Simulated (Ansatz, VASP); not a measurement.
**TaN: VASP beside Ansatz**

One calculation is typed for both programs; each brings its own data sets. How far apart do they land? The cell is taken from a series of runs on this material, whose earlier steps may have relaxed, scaled, displaced or heated it; both programs get it as it stands.

Calculated with Ansatz 0.2.0; plane waves, with VASP 6.6.1 beside it; zone-centre phonons at PBEsol.

### Step 1. The starting structure

The structure is hexagonal, space group P-6m2 (No. 187). Conventional cell: a = 2.895 Å, b = 2.895 Å, c = 2.882 Å, α = 90.00°, β = 90.00°, γ = 120.00°. Nearest to N lie 6 Ta at 2.21 Å. Ta has 6 N at 2.21 Å nearest. Farther neighbours and most contacts between anions are not listed.

Structure file:

```
N Ta
1.0
     2.89459    0.00000    0.00000
    -1.44730    2.50679    0.00000
     0.00000    0.00000    2.88160
N Ta
1 1
Direct
  0.66667 0.33333 0.00000
  0.00000 0.00000 0.50000
```

### Step 2. VASP: zone-centre phonons, PBEsol

Second derivatives magnify differences that forces hide, and they need a tight electronic threshold.

Lines of VASP's logs that name or quote its potential files are left out, and so is its time.

INCAR

```
SYSTEM = TaN
PREC = Accurate
ENCUT = 600
EDIFF = 1E-08
NELM = 120
ISMEAR = 1
SIGMA = 0.2
LREAL = .FALSE.
ALGO = Normal
GGA = PS
NBANDS = 14
LASPH = .TRUE.
LORBIT = 11
LWAVE = .FALSE.
LCHARG = .FALSE.
ISIF = 2
IBRION = 8
GGA_COMPAT = .FALSE.
KPAR = 2
```

POSCAR

```
TaN
1.0
    2.8945930557      0.0000000000      0.0000000000
   -1.4472965279      2.5067911199      0.0000000000
    0.0000000000      0.0000000000      2.8815963274
N Ta
1 1
Direct
    0.6666666667      0.3333333333      0.0000000000
    0.0000000000      1.0000000000      0.5000000000
```

KPOINTS

```
Automatic mesh
0
Gamma
18 18 16
0 0 0
```

PAW data sets: N and Ta_pv (PBE family, release 64).

Launch:

```console
mpirun -np 2 vasp_std
```

Numbers of over 12 decimals in the logs are rounded to 6 here.

Log:

```text
[banner, memory and clock lines left out]
running    2 mpi-ranks, on    1 nodes
 distrk:  each k-point on    1 cores,    2 groups
 distr:  one band on    1 cores,    1 groups

 POSCAR found type information on POSCAR N Ta
 POSCAR found :  2 types and       2 ions
|                                                                             |
|               ----> ADVICE to this user running VASP <----                  |
|                                                                             |
|     You enforced a specific xc type in the INCAR file but a different       |
|     [... a line on the potential file left out ...]
|     I HOPE YOU KNOW WHAT YOU ARE DOING!                                     |
|                                                                             |

 LDA part: xc-table for (Slater+PW92), standard interpolation
 POSCAR, INCAR and KPOINTS ok, starting setup
 FFT: planning ... GRIDC
 FFT: planning ... GRID_SOFT
 FFT: planning ... GRID
 WAVECAR not read
 entering main loop
       N       E                     dE             d eps       ncg     rms          rms(c)
DAV:   1     0.102847665215E+03    0.10285E+03   -0.98751E+03  9348   0.134E+03
DAV:   2    -0.224826127398E+02   -0.12533E+03   -0.11856E+03 11304   0.347E+02
DAV:   3    -0.260912560530E+02   -0.36086E+01   -0.35846E+01 10836   0.580E+01
DAV:   4    -0.261100811011E+02   -0.18825E-01   -0.18822E-01 11004   0.439E+00
DAV:   5    -0.261101985377E+02   -0.11744E-03   -0.11744E-03 11016   0.331E-01    0.251E+01
DAV:   6    -0.239151534907E+02    0.21950E+01   -0.38688E+00 11252   0.247E+01    0.108E+01
DAV:   7    -0.238302650424E+02    0.84888E-01   -0.37017E-01 11790   0.623E+00    0.736E+00
DAV:   8    -0.237992858492E+02    0.30979E-01   -0.12119E-01 12660   0.337E+00    0.152E+00
DAV:   9    -0.237944609070E+02    0.48249E-02   -0.10410E-02 10386   0.936E-01    0.202E-01
DAV:  10    -0.237943736369E+02    0.87270E-04   -0.55036E-04 12714   0.290E-01    0.138E-01
DAV:  11    -0.237943369828E+02    0.36654E-04   -0.57700E-05 10482   0.805E-02    0.125E-02
DAV:  12    -0.237943369938E+02   -0.10992E-07   -0.40850E-06 12270   0.195E-02    0.222E-03
DAV:  13    -0.237943369135E+02    0.80319E-07   -0.36211E-08 10658   0.208E-03    0.179E-03
DAV:  14    -0.237943368744E+02    0.39077E-07   -0.10855E-08  9062   0.110E-03    0.229E-04
DAV:  15    -0.237943368610E+02    0.13363E-07   -0.84769E-10  6114   0.342E-04    0.806E-05
DAV:  16    -0.237943368641E+02   -0.30241E-08   -0.65392E-11  6372   0.824E-05
   1 F= -.23794337E+02 E0= -.23794461E+02  d E =0.372056E-03
 Linear response reoptimize wavefunctions to high precision
DAV:   1    -0.237943368642E+02   -0.15052E-09   -0.12747E-11  6486   0.375E-05
DAV:   2    -0.237943368642E+02    0.36380E-11   -0.23524E-12  6102   0.111E-05
 Linear response DOF=           4
 Linear response progress:
  Degree of freedom:   1/  4
       N       E                     dE             d eps       ncg     rms          rms(c)
RMM:   1    -0.232714211047E+00   -0.23271E+00    0.10846E-01 95694   0.287E+00
RMM:   2    -0.226279814622E+00    0.64344E-02   -0.30310E-03 69923   0.472E-01    0.180E-01
RMM:   3    -0.227130543425E+00   -0.85073E-03   -0.53720E-04 66575   0.154E-01    0.972E-02
RMM:   4    -0.228333365230E+00   -0.12028E-02   -0.29610E-04 67765   0.114E-01    0.250E-02
RMM:   5    -0.228389421470E+00   -0.56056E-04   -0.11750E-05 76659   0.271E-02    0.225E-03
RMM:   6    -0.228387224589E+00    0.21969E-05   -0.13922E-06 77549   0.525E-03    0.123E-03
RMM:   7    -0.228381326121E+00    0.58985E-05   -0.20644E-07 81715   0.177E-03    0.908E-04
RMM:   8    -0.228383065841E+00   -0.17397E-05   -0.72502E-08 80239   0.650E-04    0.225E-04
RMM:   9    -0.228380436841E+00    0.26290E-05    0.55398E-09 73373   0.303E-04    0.204E-05
RMM:  10    -0.228380268661E+00    0.16818E-06   -0.76262E-09 85236   0.980E-05    0.192E-05
RMM:  11    -0.228380255195E+00    0.13466E-07   -0.32893E-09 83147   0.310E-05    0.834E-06
RMM:  12    -0.228380250361E+00    0.48342E-08    0.28645E-10 79701   0.114E-05    0.199E-06
 first order change of Fermi-energy   0.27519E-04
 force on displaced ion       1 direction 1 : -14.281   0.001   0.000
 Linear response progress:
  Degree of freedom:   2/  4
       N       E                     dE             d eps       ncg     rms          rms(c)
RMM:   1    -0.237714727994E+00   -0.23771E+00    0.15242E-01 32773   0.298E+00
RMM:   2    -0.231741779818E+00    0.59729E-02   -0.38490E-03 25069   0.517E-01    0.153E-01
RMM:   3    -0.232544788841E+00   -0.80301E-03   -0.95011E-04 23691   0.187E-01    0.778E-02
RMM:   4    -0.233785497295E+00   -0.12407E-02   -0.42651E-04 24474   0.127E-01    0.229E-02
RMM:   5    -0.233913993350E+00   -0.12850E-03   -0.20913E-05 26169   0.369E-02    0.356E-03
RMM:   6    -0.233911203972E+00    0.27894E-05   -0.18036E-06 26537   0.861E-03    0.122E-03
RMM:   7    -0.233902028315E+00    0.91757E-05   -0.25517E-07 26391   0.281E-03    0.396E-04
RMM:   8    -0.233903799584E+00   -0.17713E-05   -0.29874E-08 28819   0.929E-04    0.161E-04
RMM:   9    -0.233903621806E+00    0.17778E-06   -0.59906E-09 28938   0.295E-04    0.347E-05
RMM:  10    -0.233903347264E+00    0.27454E-06   -0.21876E-09 29286   0.101E-04    0.136E-05
RMM:  11    -0.233903355422E+00   -0.81586E-08   -0.11922E-09 29669   0.387E-05    0.299E-06
 first order change of Fermi-energy  -0.12503E-03
 force on displaced ion       1 direction 3 :  -0.000   0.000 -15.461
 Linear response progress:
  Degree of freedom:   3/  4
       N       E                     dE             d eps       ncg     rms          rms(c)
RMM:   1    -0.131170355096E+00   -0.13117E+00    0.11629E+01 42192   0.251E+01
RMM:   2    -0.160063963077E+00   -0.28894E-01   -0.25908E-02 64690   0.149E+00    0.185E-01
RMM:   3    -0.158663618905E+00    0.14003E-02   -0.25858E-03 73901   0.338E-01    0.103E-01
RMM:   4    -0.157720162758E+00    0.94346E-03   -0.36134E-04 81745   0.127E-01    0.377E-02
RMM:   5    -0.157406678412E+00    0.31348E-03   -0.44211E-05 84836   0.335E-02    0.627E-03
RMM:   6    -0.157413307181E+00   -0.66288E-05   -0.82734E-06 81001   0.111E-02    0.207E-03
RMM:   7    -0.157415676562E+00   -0.23694E-05   -0.18102E-06 88727   0.358E-03    0.486E-04
RMM:   8    -0.157417612204E+00   -0.19356E-05   -0.17571E-06 87756   0.126E-03    0.217E-04
RMM:   9    -0.157418902184E+00   -0.12900E-05   -0.58584E-07 82562   0.575E-04    0.428E-05
RMM:  10    -0.157419140265E+00   -0.23808E-06   -0.36381E-07 87075   0.263E-04    0.198E-05
RMM:  11    -0.157419246688E+00   -0.10642E-06   -0.17965E-07 93937   0.121E-04    0.672E-06
RMM:  12    -0.157419255332E+00   -0.86437E-08   -0.11064E-07 90688   0.621E-05    0.596E-06
RMM:  13    -0.157419273844E+00   -0.18513E-07   -0.43092E-08 83810   0.376E-05    0.411E-06
RMM:  14    -0.157419317417E+00   -0.43572E-07   -0.32020E-08 79753   0.250E-05    0.387E-06
RMM:  15    -0.157419287515E+00    0.29901E-07   -0.75537E-09 72391   0.168E-05    0.325E-06
RMM:  16    -0.157419301211E+00   -0.13696E-07   -0.96342E-09 60533   0.105E-05    0.941E-07
RMM:  17    -0.157419304792E+00   -0.35814E-08   -0.49154E-11 49972   0.770E-06    0.437E-07
 first order change of Fermi-energy  -0.57835E-04
 force on displaced ion       2 direction 1 : -14.282   0.000   0.000
 Linear response progress:
  Degree of freedom:   4/  4
       N       E                     dE             d eps       ncg     rms          rms(c)
RMM:   1    -0.153348028483E+00   -0.15335E+00    0.99918E+00 14962   0.244E+01
RMM:   2    -0.181946759973E+00   -0.28599E-01   -0.27904E-02 22253   0.152E+00    0.136E-01
RMM:   3    -0.181313042522E+00    0.63372E-03   -0.20288E-03 26276   0.292E-01    0.737E-02
RMM:   4    -0.180786823877E+00    0.52622E-03   -0.19478E-04 27369   0.986E-02    0.202E-02
RMM:   5    -0.180668732616E+00    0.11809E-03   -0.26078E-05 29636   0.272E-02    0.662E-03
RMM:   6    -0.180639515944E+00    0.29217E-04   -0.47473E-06 27303   0.100E-02    0.798E-04
RMM:   7    -0.180641122947E+00   -0.16070E-05   -0.23166E-06 30654   0.297E-03    0.403E-04
RMM:   8    -0.180643124787E+00   -0.20018E-05   -0.65169E-07 30766   0.112E-03    0.959E-05
RMM:   9    -0.180643679021E+00   -0.55423E-06   -0.58197E-07 30332   0.469E-04    0.430E-05
RMM:  10    -0.180644131360E+00   -0.45234E-06   -0.32074E-07 28186   0.277E-04    0.139E-05
RMM:  11    -0.180644350178E+00   -0.21882E-06   -0.17114E-07 31829   0.140E-04    0.580E-06
RMM:  12    -0.180644309948E+00    0.40230E-07   -0.88823E-08 29112   0.784E-05    0.280E-06
RMM:  13    -0.180644308910E+00    0.10373E-08   -0.63805E-08 29160   0.451E-05    0.430E-06
 first order change of Fermi-energy  -0.10112E-02
 force on displaced ion       2 direction 3 :   0.000  -0.000 -15.463
 Linear response finished
```

From OUTCAR (step 2):

```text
ion  position               nearest neighbor table
   1  0.667  0.333  0.000-   2 2.21   2 2.21   2 2.21   2 2.21   2 2.21   2 2.21
   2  0.000  0.000  0.500-   1 2.21   1 2.21   1 2.21   1 2.21   1 2.21   1 2.21

  LATTYP: Found a hexagonal cell.
 ALAT       =     2.8945930557
 C/A-ratio  =     0.9955099981

 Subroutine GETGRP returns: Found 12 space group operations
 (whereof 12 operations were pure point group operations)

The static configuration has the point symmetry D_3h.

 Found    333 irreducible k-points:

   k-points           NKPTS =    333   k-points in BZ     NKDIM =    333   number of bands    NBANDS=     14

   dimension x,y,z NGX =    24 NGY =   24 NGZ =   24
   dimension x,y,z NGXF=    48 NGYF=   48 NGZF=   48

   ENCUT  =  600.0 eV  44.10 Ry    6.64 a.u.   5.78  5.78  5.76*2*pi/ulx,y,z

   NELECT =      16.0000    total number of electrons

 k-points in reciprocal lattice and weights: Automatic mesh
   0.00000000  0.00000000  0.00000000       0.000
   0.05555556  0.00000000  0.00000000       0.001
   0.11111111  0.00000000  0.00000000       0.001
   0.16666667 -0.00000000  0.00000000       0.001
   0.22222222 -0.00000000  0.00000000       0.001
   0.27777778 -0.00000000  0.00000000       0.001
   0.33333333 -0.00000000  0.00000000       0.001
   0.38888889 -0.00000000  0.00000000       0.001
   0.44444444 -0.00000000  0.00000000       0.001
[...]
0.33333333  0.27777778  0.50000000       0.002
   0.33333333  0.33333333  0.50000000       0.000

 average (electrostatic) potential at core
       1 -61.4453       2 -34.4030

  Total        1.2322002      1.2322002      0.1356448     -0.0000000     -0.0000000      0.0000000
  in kB       94.4176240     94.4176240     10.3938166     -0.0000000     -0.0000000      0.0000000
  external PRESSURE =      66.4096882 kB  Pullay stress =       0.0000000 kB

  energy-cutoff  :      600.00
  volume of cell :       20.91
      direct lattice vectors                 reciprocal lattice vectors
     2.894593056  0.000000000  0.000000000     0.345471706  0.199458182  0.000000000
    -1.447296528  2.506791120  0.000000000     0.000000000  0.398916364  0.000000000
     0.000000000  0.000000000  2.881596327     0.000000000  0.000000000  0.347029870

 POSITION                                       TOTAL-FORCE (eV/Angst)
 -----------------------------------------------------------------------------------
      1.44730      0.83560      0.00000        -0.000000      0.000000      0.000000
      0.00000      0.00000      1.44080         0.000000      0.000000      0.000000
 -----------------------------------------------------------------------------------
    total drift:                               -0.000000      0.000000      0.000000

 Eigenvectors and eigenvalues of the dynamical matrix
 ----------------------------------------------------

   1 f  =   17.051971 THz   107.140691 2PiTHz  568.792515 cm-1    70.521252 meV
             X         Y         Z           dx          dy          dz
      1.447297  0.835597  0.000000     0.000000   -0.000000   -0.963416
      0.000000  0.000000  1.440798     0.000000    0.000000    0.268010

   2 f  =   16.388137 THz   102.969704 2PiTHz  546.649423 cm-1    67.775860 meV
             X         Y         Z           dx          dy          dz
      1.447297  0.835597  0.000000     0.388209   -0.881742    0.000000
      0.000000  0.000000  1.440798    -0.107991    0.245280    0.000000

   3 f  =   16.388137 THz   102.969704 2PiTHz  546.649423 cm-1    67.775860 meV
             X         Y         Z           dx          dy          dz
      1.447297  0.835597  0.000000    -0.881742   -0.388209    0.000000
      0.000000  0.000000  1.440798     0.245280    0.107991    0.000000

   4 f/i=    0.000183 THz     0.001152 2PiTHz    0.006118 cm-1     0.000758 meV
             X         Y         Z           dx          dy          dz
      1.447297  0.835597  0.000000     0.100121   -0.248597    0.000000
      0.000000  0.000000  1.440798     0.359917   -0.893664    0.000000

   5 f/i=    0.000183 THz     0.001152 2PiTHz    0.006118 cm-1     0.000758 meV
             X         Y         Z           dx          dy          dz
      1.447297  0.835597  0.000000    -0.248597   -0.100121    0.000000
      0.000000  0.000000  1.440798    -0.893664   -0.359917    0.000000

   6 f/i=    0.000343 THz     0.002156 2PiTHz    0.011448 cm-1     0.001419 meV
             X         Y         Z           dx          dy          dz
      1.447297  0.835597  0.000000     0.000000   -0.000000   -0.268010
      0.000000  0.000000  1.440798     0.000000    0.000000   -0.963416

 ELASTIC MODULI CONTR FROM IONIC RELAXATION (kBar)
 Direction    XX          YY          ZZ          XY          YZ          ZX
 --------------------------------------------------------------------------------
 XX         -20.9898     20.9898      0.0000      0.0000     -0.0000     -0.0000
 YY          20.9898    -20.9898      0.0000      0.0000      0.0000      0.0000
 ZZ           0.0000     -0.0000     -0.0000     -0.0000      0.0000      0.0000
 XY           0.0000      0.0000     -0.0000    -20.9898      0.0000      0.0000
 YZ          -0.0000      0.0000      0.0000      0.0000     -0.0000     -0.0000
 ZX          -0.0000      0.0000      0.0000      0.0000     -0.0000     -0.0000
 --------------------------------------------------------------------------------
```

[end of part 1 of 2]

[Lines on the potential files, build, host, timing and source positions are cut from VASP's logs without a mark.]

[Logs are printed without paths, hosts, clocks, repeated set-up lines and the standing remarks that a program may print on its own settings, such as how far it seeks lower states.]

[Hosts, paths, dates, database ids (printed as entryN), source tags and the programs' standing remarks are cut or masked in the printed files.]
